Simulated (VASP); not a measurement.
Data:

```
CELL_PARAMETERS angstrom
      7.26301     0.00000     0.00000
      0.00000     7.26301     0.00000
      0.00000     0.00000     7.26301
ATOMIC_POSITIONS crystal
  Cu 0.50000 0.00000 0.00000
  Cu 0.75000 0.25000 0.00000
  Cu 0.75000 0.00000 0.25000
  Cu 0.00000 0.00000 0.00000
  Cu 0.25000 0.25000 0.00000
  Cu 0.50000 0.50000 0.00000
  Cu 0.75000 0.75000 0.00000
  Cu 0.25000 0.00000 0.25000
  Cu 0.50420 0.25651 0.24769
  Cu 0.74970 0.49555 0.25557
  Cu 0.50000 0.00000 0.50000
  Cu 0.75132 0.24363 0.50450
  Cu 0.75000 0.00000 0.75000
  Cu 0.00000 0.50000 0.00000
  Cu 0.25000 0.75000 0.00000
  Cu 0.00000 0.25000 0.25000
  Cu 0.25282 0.49361 0.25249
  Cu 0.49888 0.75558 0.25617
  Cu 0.00000 0.00000 0.50000
  Cu 0.25121 0.24766 0.49966
  Cu 0.75503 0.74773 0.50264
  Cu 0.25000 0.00000 0.75000
  Cu 0.50135 0.25609 0.75645
  Cu 0.75471 0.50589 0.75117
  Cu 0.00000 0.75000 0.25000
  Cu 0.00000 0.50000 0.50000
  Cu 0.24980 0.74756 0.49498
  Cu 0.00000 0.25000 0.75000
  Cu 0.24760 0.49454 0.74612
  Cu 0.50228 0.74575 0.74476
  Cu 0.00000 0.75000 0.75000
  Mg 0.49921 0.50319 0.50179
```

Computed with PBE GGA, VASP's PBE PAW potentials (set 64) (plane waves; VASP). Settings: PREC = Normal, LREAL = Auto, ISYM = 0, EDIFF = 1E-5, 400 eV cut-off, 3×3×3 Γ-centred mesh, first-order Methfessel-Paxton smearing of 0.10 eV, potentials Cu Mg.

### Question
The ions are relaxed. Predict the relaxed structure.

### Answer

```
CELL_PARAMETERS angstrom
      7.26301     0.00000     0.00000
      0.00000     7.26301     0.00000
      0.00000     0.00000     7.26301
ATOMIC_POSITIONS crystal
  Cu 0.50054 0.99956 0.00045
  Cu 0.75135 0.24920 0.00031
  Cu 0.75122 0.99981 0.24958
  Cu 0.00053 0.99978 0.00039
  Cu 0.24963 0.24927 0.00043
  Cu 0.50056 0.49997 0.00040
  Cu 0.75116 0.75060 0.00047
  Cu 0.24983 0.99986 0.24951
  Cu 0.50055 0.24561 0.24606
  Cu 0.75464 0.49994 0.24623
  Cu 0.50053 0.99993 0.50050
  Cu 0.75465 0.24545 0.50069
  Cu 0.75114 0.99963 0.75134
  Cu 0.00067 0.49974 0.00050
  Cu 0.24983 0.75055 0.00050
  Cu 0.00048 0.24892 0.24963
  Cu 0.24658 0.49963 0.24648
  Cu 0.50048 0.75389 0.24665
  Cu 0.00066 0.99977 0.50036
  Cu 0.24659 0.24567 0.50035
  Cu 0.75484 0.75404 0.50037
  Cu 0.24980 0.99983 0.75116
  Cu 0.50059 0.24576 0.75503
  Cu 0.75507 0.50013 0.75462
  Cu 0.00062 0.75064 0.24965
  Cu 0.00046 0.49964 0.50031
  Cu 0.24645 0.75381 0.50024
  Cu 0.00053 0.24879 0.75118
  Cu 0.24628 0.49992 0.75451
  Cu 0.50027 0.75382 0.75437
  Cu 0.00065 0.75059 0.75103
  Mg 0.50094 0.49954 0.50070
```

### Question
How much energy does the relaxation gain?

### Answer
The energy (σ→0) changes by -7.1 meV/atom, in 10 ionic steps.

The cell is a supercell with a defect, built from Cu (fcc): Mg_Cu. The run is not spin-polarised, so no state with unpaired spins was tried.
